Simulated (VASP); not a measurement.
Output of a VASP run:

### OSZICAR
```
       N       E                     dE             d eps       ncg     rms          rms(c)
DAV:   1     0.628230317884E+03    0.62823E+03   -0.29005E+04  1381   0.230E+03
DAV:   2     0.650241189166E+02   -0.56321E+03   -0.54929E+03  1134   0.707E+02
DAV:   3    -0.256304928603E+02   -0.90655E+02   -0.89371E+02  1286   0.167E+02
DAV:   4    -0.306674261320E+02   -0.50369E+01   -0.50139E+01  1321   0.463E+01
DAV:   5    -0.307782671498E+02   -0.11084E+00   -0.11072E+00  1321   0.685E+00    0.842E+00
DAV:   6    -0.300182733645E+02    0.75999E+00   -0.17819E+00  1283   0.103E+01    0.650E+00
DAV:   7    -0.299476750959E+02    0.70598E-01   -0.78586E-01  1348   0.357E+00    0.250E+00
DAV:   8    -0.299468168933E+02    0.85820E-03   -0.10043E-01  1294   0.252E+00    0.541E-01
DAV:   9    -0.299473819885E+02   -0.56510E-03   -0.15460E-02  1300   0.122E+00    0.131E-01
DAV:  10    -0.299472627755E+02    0.11921E-03   -0.26929E-03  1232   0.431E-01    0.555E-02
DAV:  11    -0.299474727995E+02   -0.21002E-03   -0.79298E-04  1348   0.133E-01    0.340E-02
DAV:  12    -0.299474521425E+02    0.20657E-04   -0.14881E-04  1182   0.915E-02    0.180E-02
DAV:  13    -0.299474598038E+02   -0.76612E-05   -0.16348E-05  1110   0.252E-02    0.680E-03
DAV:  14    -0.299474589019E+02    0.90184E-06   -0.62480E-06  1217   0.207E-02
   1 F= -.29947459E+02 E0= -.29947453E+02  d E =-.122270E-04
```

**OUTCAR**
```
------------------------ aborting loop because EDIFF is reached ----------------------------------------
  FORCE on cell =-STRESS in cart. coord.  units (eV):
  Direction    XX          YY          ZZ          XY          YZ          ZX
  --------------------------------------------------------------------------------------
  Total        0.0783130      0.0783130      0.0737012      0.0000000      0.0000000     -0.0000000
  in kB        0.5985374      0.5985374      0.5632895      0.0000000      0.0000000     -0.0000000
  external PRESSURE =       0.5867881 kB  Pullay stress =       0.0000000 kB
  volume of cell :      209.63
      direct lattice vectors                 reciprocal lattice vectors
    -3.024068894  3.024068894  5.730730325     0.000000000  0.165340148  0.087248914
     3.024068894 -3.024068894  5.730730325     0.165340148  0.000000000  0.087248914
     3.024068894  3.024068894 -5.730730325     0.165340148  0.165340148  0.000000000
 POSITION                                       TOTAL-FORCE (eV/Angst)
 -----------------------------------------------------------------------------------
      3.02407      0.00000      2.86537        -0.000000      0.000000      0.000000
      0.00000      0.00000      5.73073         0.000000      0.000000      0.000000
      0.00000      0.00000      0.00000        -0.000000      0.000000      0.000000
      0.00000      3.02407      2.86537         0.000000      0.000000     -0.000000
      1.34822      4.53610      1.43268         0.005786      0.000000      0.000000
      1.51203      1.67585      4.29805         0.000000     -0.005786     -0.000000
      1.67585     -1.51203      7.16341        -0.005786      0.000000     -0.000000
      1.51203      1.34822     -1.43268        -0.000000      0.005786      0.000000
 -----------------------------------------------------------------------------------
    total drift:                               -0.000001     -0.000001      0.000003
  FREE ENERGIE OF THE ION-ELECTRON SYSTEM (eV)
  ---------------------------------------------------
  free  energy   TOTEN  =       -29.9474589019 eV

  energy  without entropy=      -29.9474466749  energy(sigma->0) =      -29.94745279
```
(Selected blocks of OUTCAR.)

**POSCAR**
```
CdGeAs2
1
   -3.0240688943     3.0240688943     5.7307303253
    3.0240688943    -3.0240688943     5.7307303253
    3.0240688943     3.0240688943    -5.7307303253
Cd Ge As
2 2 4
Direct
  0.2500000000   0.7500000000   0.5000000000
  0.5000000000   0.5000000000   0.0000000000
  0.0000000000   0.0000000000   0.0000000000
  0.7500000000   0.2500000000   0.5000000000
  0.8750000000   0.3479147593   0.9729147593
  0.6520852407   0.6250000000   0.5270852407
  0.3750000000   0.9020852407   0.0270852407
  0.0979147593   0.1250000000   0.4729147593
```

Task: Reconstruct the remaining input files.

Result: One answer among several that fit: the input of the run itself, PBE GGA, plane waves, VASP's PBE PAW potentials (set 64).

INCAR:
```
# general
SYSTEM  = CdGeAs2
PREC    = Accurate
ENCUT   = 400
LREAL   = .FALSE.
LASPH   = .TRUE.

# electronic loop
EDIFF   = 1E-6
NELM    = 100
ALGO    = Normal
LMAXMIX = 4

# smearing
ISMEAR  = 0
SIGMA   = 0.05

# functional
GGA     = PE

# output
LWAVE   = .TRUE.
LCHARG  = .FALSE.
```

File KPOINTS:
```
Automatic mesh
0
G
  4 4 4
0 0 0
```

POTCAR, in this order: Cd Ge_d As (PBE.64 set). Program: vasp_std.

The structure comes from a computed database's CdGeAs2 entry (I-42d); how it stands against other phases isn't given here. It was relaxed first.
